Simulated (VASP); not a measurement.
W, 1 atom in the cell. Symmetry: Im-3m, No. 229, cubic system. Conventional cell: a = 3.278 Å, b = 3.278 Å, c = 3.278 Å, α = 90.00°, β = 90.00°, γ = 90.00°. W (site symmetry m-3m) is surrounded by 8 W at 2.84 Å.  The cell isn't the ideal one: a relaxed cell with its volume scaled by 1.09.

```yaml
Program: VASP 6.6.1
Task: single point
Functional: PBE
Potentials_or_basis: VASP PAW PBE potentials, release 64 (W_sv)
Cutoff: 700 eV
k_mesh: 18 × 18 × 18
Occupations: gaussian, width 0.1 eV
Spin: no spin polarisation
Further_INCAR_settings: ALGO = Fast; EDIFF = 1e-07; NBANDS = 13
```

Potentials or basis: VASP PAW PBE potentials, release 64 (W_sv).

The run is started by

```sh
$ cat potpaw_PBE.64/W_sv/POTCAR > POTCAR
$ mpirun -np 1 vasp_std > vasp.out
```

Hardware: 1 thread of Intel(R) Xeon(R) Platinum 8488C (Sapphire Rapids), on a shared host.

Q: How long does it take, and how much memory?

A: It took 30 s on 1 thread of Intel(R) Xeon(R) Platinum 8488C (Sapphire Rapids), with other jobs on the host, peak memory 0.19 GiB. Counts: scf iterations 14, k points 195.
